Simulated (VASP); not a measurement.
```xyz
4
Lattice="3.6770 0.0000 0.0000 0.0000 3.6770 0.0000 0.0000 0.0000 3.6770" Properties=species:S:1:pos:R:3 pbc="T T T"
Ni     0.0000     1.8385     1.8385
Ni     1.8385     0.0000     1.8385
Ni     1.8385     1.8385     0.0000
Sb     0.0000     0.0000     0.0000
```

Computed with PBEsol GGA, VASP's PBE PAW potentials (set 64) (plane waves; VASP). Numerical set-up: 400 eV cut-off, 9×9×9 Γ-centred mesh, tetrahedra with Blöchl corrections, potentials Ni Sb.

Unless said otherwise, spin-orbit coupling is left out, though it shifts the bands of the heavy elements here.

Question: Tabulate the total density of states (states/eV per cell) against energy (eV; zero at the valence-band maximum or, without a gap, the Fermi level).

Answer: 
| E (eV) | DOS (states/eV) |
|---|---|
| -9.99 | 0.00 |
| -9.66 | 0.00 |
| -9.33 | 0.00 |
| -9.00 | 0.00 |
| -8.56 | 0.00 |
| -8.23 | 0.22 |
| -7.90 | 0.43 |
| -7.58 | 0.64 |
| -7.25 | 1.08 |
| -6.92 | 1.57 |
| -6.59 | 1.40 |
| -6.26 | 1.34 |
| -5.82 | 1.77 |
| -5.49 | 1.49 |
| -5.16 | 1.09 |
| -4.83 | 1.93 |
| -4.50 | 3.39 |
| -4.17 | 1.51 |
| -3.84 | 3.39 |
| -3.51 | 5.44 |
| -3.07 | 8.33 |
| -2.74 | 7.52 |
| -2.41 | 15.2 |
| -2.08 | 2.91 |
| -1.75 | 10.5 |
| -1.42 | 14.0 |
| -1.09 | 9.47 |
| -0.77 | 3.43 |
| -0.33 | 1.35 |
| 0.00 | 4.98 |
| 0.33 | 2.47 |
| 0.66 | 1.59 |
| 0.99 | 1.49 |
| 1.32 | 1.33 |
| 1.65 | 1.02 |
| 1.98 | 0.75 |
| 2.42 | 0.68 |
| 2.75 | 0.70 |
| 3.08 | 0.78 |
| 3.41 | 0.98 |
Within 2 eV below the Fermi level the largest weight inside VASP's projection spheres is Ni d.

The structure comes from a computed database's Ni3Sb entry (Pm-3m); how it stands against other phases isn't given here. It was relaxed first. The run is not spin-polarised, so no magnetic state was tried. The electron count is odd and the run is not spin-polarised, which forces a metal.
